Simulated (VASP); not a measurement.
Consider the following.

```yaml
crystal:
  lattice:
    - [0.00000, 3.21322, 3.21322]
    - [3.21322, 0.00000, 3.21322]
    - [3.21322, 3.21322, 0.00000]
  atoms:
    - { symbol: Ba, position: [0.00000, 0.00000, 0.00000] }
    - { symbol: S, position: [0.50000, 0.50000, 0.50000] }
```

Method: LDA (Ceperley-Alder, Perdew-Zunger), VASP's LDA PAW potentials (set 64) (plane waves; VASP 6.6.1). Settings: 520 eV cut-off, 7×7×7 Γ-centred mesh, Gaussian smearing of 0.050 eV, potentials Ba_sv S.

Question: Predict the energy per atom (σ→0), pressure.

Answer: 
```json
{
 "energy per atom (σ→0)": "-5572 meV/atom",
 "pressure": "-2.57 GPa"
}
```

The compound is BaS in the rock salt structure. This cell is one point of a volume scan, at 1.06 of the reference volume.
